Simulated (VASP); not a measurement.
Input:

```xyz
5
Lattice="1.9408 -3.3615 0.0000 1.9408 3.3615 0.0000 0.0000 0.0000 5.9454" Properties=species:S:1:pos:R:3 pbc="T T T"
La     1.9408     1.1205     1.4499
La     1.9408    -1.1205     4.4955
O      0.0000     0.0000     0.0000
O      1.9408     1.1205     3.8436
O      1.9408    -1.1205     2.1017
```

Method: LDA (Ceperley-Alder, Perdew-Zunger), VASP's LDA PAW potentials (set 64) (plane waves; VASP). Run with 620 eV cut-off, 7×7×4 Γ-centred mesh, Gaussian smearing of 0.050 eV, potentials La O.

Energy and stress use the plane-wave basis of the starting cell.

Task: The ions, cell shape and volume at an external pressure of 5.0 GPa are relaxed. Give the cell that the relaxation ends in.

Result: 
```xyz
5
Lattice="1.9308 -3.3443 0.0000 1.9308 3.3443 0.0000 0.0000 0.0000 5.7817" Properties=species:S:1:pos:R:3 pbc="T T T"
La     1.9308     1.1148     1.3888
La     1.9308    -1.1148     4.3929
O      0.0000     0.0000     0.0000
O      1.9308     1.1148     3.7543
O      1.9308    -1.1148     2.0274
```
Space group P-3m1 (164), at a tolerance of 0.03 Å.

Task: How do energy and volume change from the first to the last step?

Result: The energy (σ→0) changes by +8.8 meV/atom and the volume by -3.7 %, in 12 ionic steps.

The compound is La2O3 in the a-type structure. This run relaxes it under an external pressure of 5 GPa. Symmetry was kept, so distortions that lower it aren't found.
